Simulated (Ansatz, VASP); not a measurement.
This is a calculation of SiF for Ansatz 0.2.0.

input.yaml

```yaml
crystal:
  lattice:
    - [2.998314, 0.0, 0.0]
    - [0.0, 2.998314, 0.0]
    - [0.0, 0.0, 3.0286]
  atoms:
    - { symbol: Si, position: [0.5, 0.5, 0.5] }
    - { symbol: F, position: [0.0, 0.0, 0.0] }
hamiltonian:
  xc: pbe
  pseudopotentials: { kind: paw }
kpoints:
  mp_grid: { grid: [9, 9, 9] }
scf:
  occupations: { method: fermi_dirac, width: 0.05 }
output:
  forces: true
  stress: true
  eigenvalues: true
```

Potentials or basis: Ansatz PAW.

Run with:

```bash
$ ansatz run input.yaml --threads 2 --pin off --max-ram 5632MiB --backend cpu --events-out ev --progress --plain --runs-dir out
```

Task: Set up the same calculation for VASP 6.6.1. Potentials there: VASP PAW PBE potentials, release 64 (Si, F).

Result: As run (the cutoff follows the program's own potentials):

Contents of INCAR:

```
  PREC = Accurate
  ENCUT = 520
  EDIFF = 1E-6
  ISMEAR = -1
  SIGMA = 0.05
  LREAL = False
  LASPH = True
  NELM = 100
  ALGO = Fast
  ISIF = 2
  LWAVE = False
  LCHARG = False
  GGA = PE
```

The input KPOINTS:

```
Automatic mesh
0
Gamma
  9 9 9
```

Contents of POSCAR:

```
SiF
1.0
    2.9983140000      0.0000000000      0.0000000000
    0.0000000000      2.9983140000      0.0000000000
    0.0000000000      0.0000000000      3.0286000000
Si F
1 1
Direct
    0.5000000000      0.5000000000      0.5000000000
    0.0000000000      0.0000000000      0.0000000000
```

Potentials or basis: VASP PAW PBE potentials, release 64 (Si, F).

The run is started by

```bash
$ cat potpaw_PBE.64/Si/POTCAR potpaw_PBE.64/F/POTCAR > POTCAR
$ mpirun -np 1 vasp_std > vasp.out
```

Both were run:

|  | VASP | Ansatz | Ansatz less VASP |
| --- | --- | --- | --- |
| gap on the k mesh at the Fermi level (eV) | none | none | - |
| pressure (GPa) | 1.5 | 1.7 | +0.18 |
| largest component of the traceless stress (GPa) | 1.37 | 1.38 | +0.014 |

A gap of «none» marks a metal or a gap that the smearing closes.

Caveats: an odd number of electrons without spin polarisation forces a metal; a magnetic or distorted state may lie lower; the pressure holds a Pulay correction of +0.5 GPa for the finite cutoff (Ansatz).
